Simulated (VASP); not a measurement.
Input:

```yaml
crystal:
  lattice:
    - [4.00018, 0.00000, 0.00000]
    - [0.00000, 4.00018, 0.00000]
    - [0.00000, 0.00000, 4.00018]
  atoms:
    - { symbol: K, position: [0.00000, 0.00000, 0.00000] }
    - { symbol: Mg, position: [0.50000, 0.50000, 0.50000] }
    - { symbol: F, position: [0.50000, 0.00000, 0.50000] }
    - { symbol: F, position: [0.00000, 0.50000, 0.50000] }
    - { symbol: F, position: [0.50000, 0.50000, 0.00000] }
```

Method: rev-vdW-DF2, VASP's PBE PAW potentials (set 64) (plane waves; VASP). Settings: 520 eV cut-off, Gaussian smearing of 0.050 eV, potentials K_sv Mg F.

Q: Predict the band gap (along the path) with the smallest direct gap where there is one.

A: 
The band gap (along the path) comes out as 7.21 eV. The smallest direct gap (along the path) is 7.53 eV.

The absolute energy has meaning only against runs of the same code, potentials and settings.

The compound is KMgF3 in the cubic perovskite structure. It was relaxed first.
